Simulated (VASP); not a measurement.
Energy against volume of HfO₂ (fluorite). All values below come from vdW-DF2, VASP's PBE PAW potentials (set 64) (plane waves; VASP). Run with 520 eV cut-off, 7×7×7 Γ-centred mesh, Gaussian smearing of 0.050 eV, potentials Hf_pv O.

| V (Å³/atom) | E (eV/atom) |
|---|---|
| 10.732 | -8.00001 |
| 11.075 | -8.02601 |
| 11.417 | -8.03446 |
| 11.760 | -8.02786 |

Q: Fit these four points and predict the energy of the run at 12.102 Å³/atom.

A: A cubic in V^(−2/3), the third-order Birch-Murnaghan form, passes through the four points with V0 = 11.43 Å³/atom and B0 = 233 GPa, and gives -8.0083 eV/atom there. The run gave -8.0085 eV/atom, -0.1 meV/atom from the fit; all five points give B0 = 232 GPa.

The compound is HfO2 in the fluorite structure, the high-temperature cubic form, which is unstable at 0 K; the monoclinic form is the stable one. It was relaxed first.
